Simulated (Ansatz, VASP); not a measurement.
# SrC2: VASP beside Ansatz

Aim: how closely do two programs agree when they are given the same cell, functional and k mesh? The cell is taken from a series of runs on this material, whose earlier steps may have relaxed, scaled, displaced or heated it; both programs get it as it stands.

Program: Ansatz 0.2.0. Level of theory: plane waves, with VASP 6.6.1 beside it; zone-centre phonons at LDA. Results are calculated unless marked as measured.

### 1. Starting point

Symmetry: I4/mmm, No. 139, tetragonal system. Conventional cell: a = 3.991 Å, b = 3.991 Å, c = 6.684 Å, α = 90.00°, β = 90.00°, γ = 90.00°. Nearest to Sr lie 10 C at 2.72 to 2.89 Å. Nearest to C lie 1 C at 1.25 Å and 5 Sr at 2.72 to 2.89 Å. Farther neighbours are not listed.

### 2. Ansatz: zone-centre phonons, LDA

Ansatz runs on its default PAW (the set named soft_2) files.

Second derivatives magnify differences that forces hide, and they need a tight electronic threshold.

Contents of input.yaml:

```yaml
crystal:
  lattice:
    - [-1.9957096244, 1.9957096244, 3.3421580975]
    - [1.9957096244, -1.9957096244, 3.3421580975]
    - [1.9957096244, 1.9957096244, -3.3421580975]
  atoms:
    - { symbol: Sr, position: [0.0, 0.0, 0.0] }
    - { symbol: C, position: [0.4063730015, 0.4063730015, 0.0] }
    - { symbol: C, position: [0.5936269985, 0.5936269985, 0.0] }
kpoints:
  mp_grid: { grid: [12, 12, 12] }
hamiltonian:
  xc: lda
scf:
  occupations: { method: fixed }
output:
  eigenvalues: true
phonons:
  method: dfpt
  qmesh: [2, 2, 2]
  temperatures: { t_max: 1000, t_step: 50 }
  qpath:
    path:
      - [[0.0, 0.0, 0.0], [0.0, 0.0, 0.5], [0.25, 0.25, 0.25], [0.0, 0.5, 0.0], [0.0, 0.0, 0.0], [0.5, 0.5, -0.5], [0.33914166, 0.66085834, -0.33914166]]
      - [[-0.33914166, 0.33914166, 0.33914166], [0.0, 0.0, 0.0]]
      - [[0.0, 0.0, 0.5], [-0.17828333, 0.17828333, 0.5]]
      - [[0.5, 0.5, -0.17828333], [0.5, 0.5, -0.5]]
    npoints: 10
  non_analytic_term:
    high_frequency_dielectric_tensor: [[3.5568, 0.0, 0.0], [0.0, 3.5568, 0.0], [0.0, 0.0, 4.3253]]
    born_effective_charges:
      - { species: Sr, tensor: [[2.4371, 0.0, 0.0], [0.0, 2.4371, 0.0], [0.0, 0.0, 2.1514]] }
      - { species: C, tensor: [[-1.2185, 0.0, 0.0], [0.0, -1.2185, 0.0], [0.0, 0.0, -1.0757]] }
      - { species: C, tensor: [[-1.2185, 0.0, 0.0], [0.0, -1.2185, 0.0], [0.0, 0.0, -1.0757]] }
    source: "zone-centre run at this cell"
```

Run with:

```console
> ansatz run input.yaml --threads 4 --pin off --max-ram 7168MiB --backend cpu --events-out ev --progress --plain --runs-dir out
```

Numbers of over 12 decimals in the logs are rounded to 6 here.

What it wrote:

```text
Warning: phonons: the dynamical matrix that this run interpolates holds no multipole term above the dipole-dipole one, and a site of this crystal is no centre of inversion, so its interpolated transverse optical and acoustic branches and sound speeds can stay off near Gamma, and the density of states and the thermodynamics with them. What a run solves at a wave vector of phonons.qpoints, Gamma apart, where the deck admits one, is free of this, and under fd what a larger phonons.supercell samples
Engine: ansatz 0.2.0, aarch64-unknown-linux-gnu
Pseudopotentials: kind: paw
Pseudopotential: Sr, paw, valence charge 10, recommended cutoff 420 eV (normal), Sr.paw.azcp
Pseudopotential: C, paw, valence charge 4, recommended cutoff 420 eV (normal), C.paw.azcp
Functional definition: SPW92
  exchange = slater_x
  correlation = pw_c
Crystal: 3 atoms, lattice volume = 53.245 Å³
Basis set: ecut = 420 eV, 1039 PW (Γ), exchange–correlation on 60×60×60 points (8 copies of the dense FFT grid, shifted against one another)
Bands: 13, of which v1, the nominal top of the filled ones, is band 9 counted from 1 (8 counted from 0)
Symmetry: 16 space group operations
k-points: 163 of 1728
Non-local potential: Sr, projectors of the file, l = 0: 3, l = 1: 2, l = 2: 2
Non-local potential: C, projectors of the file, l = 0: 2, l = 1: 2, l = 2: 1
PAW form: soft (Blöchl's): semilocal exchange-correlation on the pseudo side does not see the compensation charge
PAW frozen core: Sr, regenerated for the run's functional, and the local potential with it (the file was generated under x = pbe(κ = 0.804, μ = 0.219515), c = pbe(β = 0.066725))
PAW frozen core: C, regenerated for the run's functional, and the local potential with it (the file was generated under x = pbe(κ = 0.804, μ = 0.219515), c = pbe(β = 0.066725))
PAW one-centre angular grid: Sr, 110 points (default); XC on 64 Gauss nodes
PAW one-centre angular grid: C, 110 points (default); XC on 64 Gauss nodes
Initial density: superposition of atomic densities (neutral atoms: chi_scale 0, normalization atom), corrected by the library's trained network
Initial wavefunctions: pseudopotential atomic-orbital guess
Functional: x = slater, c = lda
SCF iter   1: F=—  HF=-3929.949248 eV  |F-HF|=—  |Δ(HF+E_count)|=         —  Δρ=6.39e-3  dr2=1.85e-2  ethr=1.77e-3  ⟨swp⟩=5.1  Hψ=12413  notcnv=0  defer=239
preconditioner: auto → none  [insulator: Δε(μ)=1.191 eV  Ē_g=13.725 eV  n_scr=14 (ndim 8)  ℏωp=20.4 eV  f_vac=0.000  ε∞_Penn≈3.2]
SCF iter   2: F=—  HF=-3929.943011 eV  |F-HF|=—  |Δ(HF+E_count)|=   6.24e-3  Δρ=2.67e-3  dr2=1.46e-3  ethr=1.03e-4  ⟨swp⟩=2.1  Hψ=4424  notcnv=0  defer=323
SCF iter   3: F=—  HF=-3929.942519 eV  |F-HF|=—  |Δ(HF+E_count)|=   4.92e-4  Δρ=9.78e-4  dr2=2.67e-4  ethr=8.11e-6  ⟨swp⟩=2.4  Hψ=3210  notcnv=0  defer=323
SCF iter   4: F=—  HF=-3929.942421 eV  |F-HF|=—  |Δ(HF+E_count)|=   9.77e-5  Δρ=1.30e-4  dr2=9.41e-6  ethr=1.49e-6  ⟨swp⟩=2.0  Hψ=2756  notcnv=0  defer=241
SCF iter   5: F=—  HF=-3929.942417 eV  |F-HF|=—  |Δ(HF+E_count)|=   4.67e-6  Δρ=2.12e-5  dr2=2.42e-7  ethr=5.23e-8  ⟨swp⟩=2.6  Hψ=3706  notcnv=0  defer=30
SCF iter   6: F=—  HF=-3929.942418 eV  |F-HF|=—  |Δ(HF+E_count)|=   1.45e-6  Δρ=4.20e-6  dr2=4.72e-9  ethr=1.35e-9  ⟨swp⟩=2.2  Hψ=3204  notcnv=0  defer=6
SCF iter   7: F=—  HF=-3929.942418 eV  |F-HF|=—  |Δ(HF+E_count)|=   1.69e-9  Δρ=5.28e-7  dr2=7.89e-11  ethr=2.62e-11  ⟨swp⟩=2.4  Hψ=3015  notcnv=0  defer=6
SCF iter   8: F=—  HF=-3929.942418 eV  |F-HF|=—  |Δ(HF+E_count)|=  9.55e-12  Δρ=1.35e-7  dr2=1.10e-11  ethr=1.00e-12  ⟨swp⟩=9.7  Hψ=14444  notcnv=0
SCF iter   9: F=-3929.942418 eV  HF=-3929.942418 eV  |F-HF|=2.73e-12  |Δ(HF+E_count)|=  9.09e-13  Δρ=3.86e-8  dr2=1.19e-12  ethr=1.00e-12  ⟨swp⟩=6.2  Hψ=8916  notcnv=0
SCF 1 converged in 9 iterations: F = -3929.942418 eV  dr2 = 1.19e-12
  greatest PAW one-centre occupation: 0.987 electrons in one spin orbital (limit 2), on the Sr atom at site 0 (counted from 0), in its partial waves of l = 0
NSCF: frozen V_eff on 163 k-points
NSCF: frozen V_eff on 280 k-points
DFPT response loops at q = (0, 0, 0) (fractional): preconditioner auto → none (the input reference at scf.mixing.eps_inf says where Resta's filter doesn't serve); β = 0.50; Broyden in place of MSR1
NSCF: frozen V_eff on 952 k-points
DFPT response loops at q = (0, 0, -0.5) (fractional): preconditioner auto → Resta (q_TF=auto, 2.277 Å⁻¹)  ε∞=6.9 (no band partly filled); β = 1.00, the filter's whole step (`scf.mixing.beta` (0.50) is not read by the response loops at its default; to damp them type it under 1.00, their step now; it binds the ground state too); Broyden in place of MSR1
NSCF: frozen V_eff on 952 k-points
DFPT response loops at q = (0, -0.5, 0) (fractional): mixed as the last ones told, above
NSCF: frozen V_eff on 560 k-points
DFPT response loops at q = (-0.5, -0.5, -0.5) (fractional): mixed as the last ones told, above
SCF converged after 9 iterations
Free energy (F): -3929.942418 eV
Harris-Foulkes:  -3929.942418 eV  (|F-HF|=2.73e-12)
Internal energy: -3929.942418 eV  (E = F + TS)
E sigma→0 (E₀):  -3929.942418 eV
Fermi energy:    5.107370 eV
--- Per-component energies (eV) ---
  E_band       = -102.509062
  E_kinetic    = 419.847326
  E_local      = -877.858274  (includes V_loc(G=0)·N_el)
  E_nonlocal   = 264.869001
  E_hartree    = 213.206141
  E_xc         = -265.413769
  E_vxc        = -278.302301  (∫ρ·V_xc dr)
  E_paw        = -2779.848718  (= ΣΔE_a)
  E_vpaw       = -57.477099  (= ΣTr[D̂ρ^β])
  E_aug_tail   = 0.000014  (compensation charges beyond the density's cutoff)
  E_ewald      = -905.163940
  E_core_change = 0.419800  (= ΣΔE_core)
  E_smearing   = -0.000000  (= −TS)
  E_closure    = 0.000000  (closes the sum)
  Σ components = -3929.942418   (vs F -3929.942418, Δ=0.00e0)
--- Band table (eV; the first three rows and the last of 163) ---
  k-point 0: bands = [... 5 lower, 2.7291, 2.9196, 4.2023, 4.2023, 8.4347, 8.4347, 9.5300, 10.6625]
  k-point 1: bands = [... 5 lower, 2.7003, 2.8532, 4.0329, 4.1535, 8.2263, 8.7242, 9.8080, 10.9361]
  k-point 2: bands = [... 5 lower, 2.5832, 2.7063, 3.8335, 4.0482, 7.7418, 9.5128, 10.5728, 11.4016]
  k-point 162: bands = [... 5 lower, 1.4843, 3.8239, 3.8239, 5.0781, 8.2331, 11.3468, 11.9908, 11.9908]
--- Phonons (Γ-DFPT): 4 representative perturbations + reference (Σ response iterations 12) ---
  ASR residual: 3.703e-5 → 0.000e0 eV/Å²; symmetrization residual: 8.783e-7 eV/Å²
  ASR residual per site (eV/Å²): 3.70e-5 3.12e-5 3.12e-5
  Γ frequencies (cm⁻¹): 0.00 0.00 0.00 206.76 206.76 244.94 244.94 253.70 1891.61
--- Phonons (arbitrary-q DFPT): 4 irreducible q on the 2×2×2 mesh ---
  q = [0.0000, 0.0000, 0.0000] (star 1, of the zone-centre solve; hermiticity 2.19e-8, symmetrization 2.09e-16): -0.00 -0.00 0.00 206.76 206.76 244.94 244.94 253.70 1891.61
  q = [0.0000, 0.0000, -0.5000] (star 2, 4 solved perturbations in 1512 linear systems a pass and spin channel, the states on 476 of 1728 k-point pairs; hermiticity 3.13e-8, symmetrization 8.15e-15): -130.44 60.14 103.47 134.32 219.41 256.80 283.33 291.31 1894.24
  q = [0.0000, -0.5000, 0.0000] (star 4, 6 solved perturbations on 476 of 1728 k-point pairs; hermiticity 2.81e-8, symmetrization 3.22e-15): 96.82 103.27 135.90 161.92 234.75 244.68 244.82 311.75 1892.75
  q = [-0.5000, -0.5000, -0.5000] (star 1, 4 solved perturbations in 886 linear systems a pass and spin channel, the states on 280 of 1728 k-point pairs; hermiticity 3.62e-8, symmetrization 6.42e-15): 31.00 31.00 71.98 71.98 119.85 248.98 248.98 261.28 1898.04
  sum rule: each row above includes the acoustic sum rule's correction from the zone centre's row sums; it moved no ω² by more than (0.84 cm⁻¹)²
  mesh force constants: q→R imaginary residual 1.49e-18; ASR residual 3.703e-5 → 0.000e0 eV/Å²; symmetrization residual 2.842e-14 eV/Å²
  interpolated dispersion: 95 rows × 9 modes
  density of states and harmonic sums: on the 18×18×22 q-mesh, interpolated from the force constants of a 2×2×2 supercell (with the dipole–dipole term of supplied tensors)
  largest difference from the sums on the solved wave vectors: F 3.61e-2 eV, S 5.34e-5 and C_V 1.71e-5 eV/K
  zero-point energy: 0.204792 eV/cell   skipped modes (ω ≤ 0): 834, of them read as no rigid motion or as one in doubt: 831 (4.254e-1 modes/cell left out, lowest -130.44 cm⁻¹)   left out of the sums: 4.73e-2 of the cell's modes: C_V's classical limit lies that fraction below 3 k_B per atom; for a crystal, a wire or a layer, F and S can be off by more, and a phonons.interpolated_qmesh denser along its periods is the remedy for the sampling
```

Reading the cycles: dr2 is the Hartree energy of the density residual (eV), the measure of convergence; HF is the Harris–Foulkes estimate of the energy, which meets the free energy F at convergence.

(Part 1 of 2 ends here.)

[Lines on the potential files, build, host, timing and source positions are cut from VASP's logs without a mark.]

[Logs are printed without paths, hosts, clocks, repeated set-up lines and the standing remarks that a program may print on its own settings, such as how far it seeks lower states.]

[Hosts, paths, dates, database ids (printed as entryN), source tags and the programs' standing remarks are cut or masked in the printed files.]
